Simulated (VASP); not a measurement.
Method: PBE GGA, VASP's PBE PAW potentials (set 64) (plane waves; VASP 6.6.1).

Input for VASP

**POSCAR**
```
NiO
1
    4.1866556908     2.0890034039     2.0890034039
    2.0890034039     4.1866556908     2.0890034039
    2.0890034039     2.0890034039     4.1866556908
Ni O
2 2
Direct
  0.0000000000   0.0000000000   0.0000000000
  0.5000000000   0.5000000000   0.5000000000
  0.2500000000   0.2500000000   0.2500000000
  0.7500000000   0.7500000000   0.7500000000
```

File KPOINTS:
```
k-points along high-symmetry lines
12
Line-mode
Reciprocal
  0.000000   0.000000   0.000000 ! GAMMA
  0.500000   0.500000   0.500000 ! T

  0.500000   0.500000   0.500000 ! T
  0.812500   0.187500   0.500000 ! H_2

  0.500000  -0.187500   0.187500 ! H_0
  0.500000  -0.000000  -0.000000 ! L

  0.500000  -0.000000  -0.000000 ! L
  0.000000   0.000000   0.000000 ! GAMMA

  0.000000   0.000000   0.000000 ! GAMMA
  0.343750  -0.343750   0.000000 ! S_0

  0.656250   0.000000   0.343750 ! S_2
  0.500000   0.000000   0.500000 ! F

  0.500000   0.000000   0.500000 ! F
  0.000000   0.000000   0.000000 ! GAMMA
```

**INCAR**
```
! general
SYSTEM  = NiO
PREC    = Accurate
ENCUT   = 520   ! plane-wave cut-off (eV)
LREAL   = .False.   ! projection in real space or not
LASPH   = .True.   ! aspherical one-centre terms
ICHARG  = 11   ! fixed density

! electronic loop
EDIFF   = 1E-6
NELM    = 100   ! most electronic steps
ALGO    = Normal   ! blocked Davidson
LMAXMIX = 4

! smearing
ISMEAR  = 0
SIGMA   = 0.05   ! width (eV)

! functional
GGA     = PE   ! PBE

! spin
ISPIN   = 2
MAGMOM  = 1.4 -1.4 0.0 0.0

! output
LWAVE   = .False.
LCHARG  = .False.
LORBIT  = 10
```

POTCAR, in this order: Ni O (PBE.64 set). Program: vasp_std. Read from the step before: CHGCAR.

What VASP printed:

OSZICAR:
```
       N       E                     dE             d eps       ncg     rms          rms(c)
DAV:   1     0.237561954443E+03    0.23756E+03   -0.16226E+04  6808   0.216E+03
DAV:   2     0.220040058009E+01   -0.23536E+03   -0.22270E+03  7080   0.410E+02
DAV:   3    -0.218726655844E+02   -0.24073E+02   -0.22627E+02  7532   0.143E+02
DAV:   4    -0.226067372438E+02   -0.73407E+00   -0.73152E+00  7472   0.258E+01
DAV:   5    -0.226257394330E+02   -0.19002E-01   -0.18998E-01  8228   0.401E+00
DAV:   6    -0.226265369075E+02   -0.79747E-03   -0.79735E-03  8292   0.737E-01
DAV:   7    -0.226265722198E+02   -0.35312E-04   -0.35312E-04  9092   0.131E-01
DAV:   8    -0.226265730437E+02   -0.82394E-06   -0.82392E-06  5688   0.148E-02
   1 F= -.22626573E+02 E0= -.22626573E+02  d E =-.222853E-11  mag=     0.0000
```

### OUTCAR
```



 magnetization (x)

# of ion       s       p       d       tot
------------------------------------------
    1       -0.005  -0.013   1.304   1.286
    2        0.005   0.013  -1.304  -1.286
    3        0.000   0.000   0.000   0.000
    4        0.000   0.000   0.000   0.000
--------------------------------------------------
tot          0.000   0.000   0.000   0.000
```
(Selected blocks of OUTCAR.)

**OUTCAR**
```
 val. band max:        7.1846040660   @ k =   0.2273   0.0000   0.2273

 cond. band min:       8.4002161734   @ k =   0.2500  -0.2500   0.0000



 spin component 1

 k-point     1 :       0.0000    0.0000    0.0000
  band No.  band energies     occupation
      1     -12.3650      1.00000
      2     -10.9933      1.00000
      3      -0.2079      1.00000
      4       2.3291      1.00000
      5       2.3292      1.00000
      6       4.9652      1.00000
      7       4.9652      1.00000
      8       4.9932      1.00000
      9       5.3744      1.00000
     10       5.3744      1.00000
     11       5.4790      1.00000
     12       5.7037      1.00000
     13       5.7038      1.00000
     14       6.6264      1.00000
     15       6.6266      1.00000
     16       6.9015      1.00000
     17       9.2565      0.00000
     18       9.2568      0.00000
     19       9.3790      0.00000
     20      13.3782      0.00000

 k-point     2 :       0.0455    0.0455    0.0455
  band No.  band energies     occupation
      1     -12.3591      1.00000
      2     -11.0018      1.00000
      3      -0.1883      1.00000
      4       2.3353      1.00000
      5       2.3354      1.00000
      6       4.9119      1.00000
      7       4.9119      1.00000
      8       4.9169      1.00000
      9       5.3766      1.00000
     10       5.3767      1.00000
     11       5.5147      1.00000
     12       5.7567      1.00000
     13       5.7567      1.00000
     14       6.6249      1.00000
     15       6.6250      1.00000
     16       6.8954      1.00000
     17       9.2484      0.00000
     18       9.2487      0.00000
     19       9.4207      0.00000
     20      13.3755      0.00000

 k-point     3 :       0.0909    0.0909    0.0909
  band No.  band energies     occupation
      1     -12.3414      1.00000
      2     -11.0268      1.00000
      3      -0.1296      1.00000
      4       2.3539      1.00000
...
```

The density is held fixed in this step, so its total energy and stress have no physical meaning.

The compound is NiO in the rock salt, AFM-II order structure. It was relaxed first.
